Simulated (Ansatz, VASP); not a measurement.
ScIn: VASP beside Ansatz

```
Sc In
1.0
     3.23699    0.00000    0.00000
     0.00000    3.23699    0.00000
     0.00000    0.00000    4.43737
Sc In
1 1
Cartesian
  0.0000 0.0000 0.0000
  1.6185 1.6185 2.2187
```

The cell comes from a database or a generator and needn't be the stable form of this composition.

Alike in both runs: task single point; functional LDA; k mesh 7 × 7 × 5; occupations fermi-dirac, width 0.02 eV; no spin polarisation.

|  | VASP | Ansatz |
| --- | --- | --- |
| version | VASP 6.6.1 | Ansatz 0.2.0 |
| potentials or method | VASP PAW LDA potentials, release 64 (Sc_sv, In_d) | plane waves, PAW |
| plane-wave cutoff (eV) | 520 | 630 |
| valence electrons in the cell | 24 | 24 |

|  | VASP | Ansatz | Ansatz less VASP |
| --- | --- | --- | --- |
| pressure (GPa) | -7.4 | -7.5 | -0.13 |
| largest component of the traceless stress (GPa) | 1.11 | 1.15 | +0.041 |
